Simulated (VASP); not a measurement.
BaH4:

```xyz
5
Lattice="2.2908 1.3226 3.5363 -2.2908 1.3226 3.5363 0.0000 -2.6452 3.5363" Properties=species:S:1:pos:R:3 pbc="T T T"
Ba    0.0000    0.0000    0.0000
H     0.0000    0.0000    7.8597
H     0.0000    0.0000    2.7491
H     0.0000    0.0000    4.9192
H     0.0000    0.0000    5.6896
```

The cell was built by a generator and needn't be a form met in nature.

Base run:

- Program: VASP 6.6.1
- Functional: PBE
- Potentials or basis: VASP PAW PBE potentials, release 64 (Ba_sv, H)
- Cutoff: 520 eV
- k mesh: 6 × 6 × 6
- Occupations: gaussian, width 0.02 eV
- Spin: no spin polarisation

Its results: band gap on the k mesh 2.49 eV, indirect (least direct gap 2.90 eV); pressure 0.4 GPa; largest force 0.017 eV/Å.

Task: The run is repeated on the same cell with these changes: functional from PBE to r2SCAN; further incar settings from ALGO = Normal; EDIFF = 1e-06; NBANDS = 15 to ALGO = Normal; EDIFF = 1e-07; NBANDS = 15. What comes out?

Result: Band gap on the k mesh 2.94 eV, indirect (least direct gap 3.33 eV); pressure 0.0 GPa; largest force 0.288 eV/Å.

Caveats: spin-orbit coupling is left out, which moves the levels of the heavy elements; the PAW data sets were made with another functional, which shifts forces and pressure a little (some runs).

A k mesh can miss the band edges.

Not every run made on this cell is shown here.
